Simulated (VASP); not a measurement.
Given:

```
In
1.0
   -1.51358     1.51358     2.39808
    1.51358    -1.51358     2.39808
    1.51358     1.51358    -2.39808
In
1
Cartesian
  0.00000   0.00000   0.00000
```

The numbers are results of PBEsol GGA, VASP's PBE PAW potentials (set 64) (plane waves; VASP), not measurements. Run with 500 eV cut-off, 17×17×17 Γ-centred mesh, first-order Methfessel-Paxton smearing of 0.10 eV, potentials In_d.

Energy and stress use the plane-wave basis of the starting cell.

Problem. The ions, cell shape and volume at an external pressure of 20.0 GPa are relaxed. Predict the relaxed structure.

Solution. 
```
In
1.0
   -1.46973     1.46973     2.32655
    1.46973    -1.46973     2.32655
    1.46973     1.46973    -2.32655
In
1
Cartesian
  0.00000   0.00000   0.00000
```
Space group I4/mmm (139), at a tolerance of 0.03 Å.

Problem. How do energy and volume change from the first to the last step?

Solution. The energy (σ→0) changes by +170.5 meV/atom and the volume by -8.5 %, in 7 ionic steps.

The compound is In in the bct structure. This run relaxes it under an external pressure of 20 GPa. Symmetry was kept, so distortions that lower it aren't found.
